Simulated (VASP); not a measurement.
VASP input:

File POSCAR:
```
ZnSe
1
    0.0000000000     2.7750735952     2.7750735952
    2.7750735952     0.0000000000     2.7750735952
    2.7750735952     2.7750735952     0.0000000000
Zn Se
1 1
Direct
  0.0000000000   0.0000000000   0.0000000000
  0.2500000000   0.2500000000   0.2500000000
```

### KPOINTS
```
Automatic mesh
0
Gamma
8 8 8
0 0 0
```

### INCAR
```
! general
SYSTEM  = ZnSe
PREC    = Accurate
ENCUT   = 520
LREAL   = .FALSE.   ! projection in real space or not
LASPH   = .TRUE.   ! aspherical one-centre terms

! electronic loop
EDIFF   = 1E-7
NELM    = 100
ALGO    = Normal   ! blocked Davidson
LMAXMIX = 4

! smearing
ISMEAR  = 0   ! Gaussian
SIGMA   = 0.05

! functional
GGA     = PE
IVDW    = 13   ! D4

! ions
ISIF    = 2   ! forces and stress, cell fixed

! output
LWAVE   = .FALSE.
LCHARG  = .FALSE.
```

POTCAR, in this order: Zn Se (PBE.64 set). Program: vasp_std.

Question: Translate this PBE-D4 calculation to Ansatz.

Answer: One equivalent input (not run):
Ansatz 0.2 input:
```yaml
crystal:
  lattice:
    - [0.0000000, 2.7750736, 2.7750736]
    - [2.7750736, 0.0000000, 2.7750736]
    - [2.7750736, 2.7750736, 0.0000000]
  atoms:
    - { symbol: Zn, position: [0.0000000, 0.0000000, 0.0000000] }
    - { symbol: Se, position: [0.2500000, 0.2500000, 0.2500000] }
kpoints:
  mp_grid: { grid: [8, 8, 8] }
hamiltonian:
  xc: pbe
  dispersion: d4
  pseudopotentials: { kind: paw }
scf:
  occupations: { method: gaussian, width: 0.05 }
  max_iter: 100
output: { forces: true, stress: true, eigenvalues: true }
```
Limits of the translation: each code has its own PAW files, so the cut-off isn't converted (ENCUT is set for VASP's; basis.ecutwfc is left out, and Ansatz then takes the one that its files recommend); Ansatz stops its SCF on the density residual and VASP on the energy change (EDIFF).

The compound is ZnSe in the zinc blende structure. This cell is one point of a volume scan, at 0.94 of the reference volume.
